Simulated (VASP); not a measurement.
OSZICAR of a VASP run on Gd (hcp):

File OSZICAR:
```
       N       E                     dE             d eps       ncg     rms          rms(c)
DAV:   1     0.388471590920E+02    0.38847E+02   -0.85943E+03  1976   0.116E+03
DAV:   2    -0.827708000565E+01   -0.47124E+02   -0.45963E+02  2186   0.234E+02
DAV:   3    -0.100028036585E+02   -0.17257E+01   -0.16353E+01  2639   0.268E+01
DAV:   4    -0.100341730532E+02   -0.31369E-01   -0.31246E-01  2379   0.378E+00
DAV:   5    -0.100349798158E+02   -0.80676E-03   -0.80664E-03  2914   0.462E-01    0.236E+01
DAV:   6    -0.100305396268E+02    0.44402E-02   -0.23693E-02  2171   0.120E+00    0.141E+01
DAV:   7    -0.100371090152E+02   -0.65694E-02   -0.41259E-02  2111   0.157E+00    0.216E-01
DAV:   8    -0.100366702783E+02    0.43874E-03   -0.24836E-03  2266   0.377E-01    0.536E-02
DAV:   9    -0.100366670486E+02    0.32297E-05   -0.23122E-04  2661   0.111E-01    0.331E-02
DAV:  10    -0.100366633624E+02    0.36861E-05   -0.23713E-05  2260   0.349E-02    0.302E-02
DAV:  11    -0.100366639257E+02   -0.56322E-06   -0.33647E-06  2231   0.135E-02    0.223E-03
DAV:  12    -0.100366639333E+02   -0.76041E-08   -0.17991E-07  1972   0.307E-03
   1 F= -.10036664E+02 E0= -.10035934E+02  d E =-.219023E-02
```

Problem. Which electronic solver shows in the log?

Solution. It is blocked Davidson (ALGO = Normal, or the opening steps of other solvers). The INCAR had ALGO = Normal.

Problem. Can the final energy be trusted as converged?

Solution. The calculation finished and met its thresholds. It stopped with EDIFF = 1E-7, NELM = 100 (PBEsol GGA, plane waves, VASP's PBE PAW potentials (set 64)). The 4f electrons are frozen in the core of the lanthanide potential, so 4f levels, which can set the real gap, and their magnetism are missing.

The compound is Gd in the hcp structure. It was relaxed first, which changed the volume by -6 %.
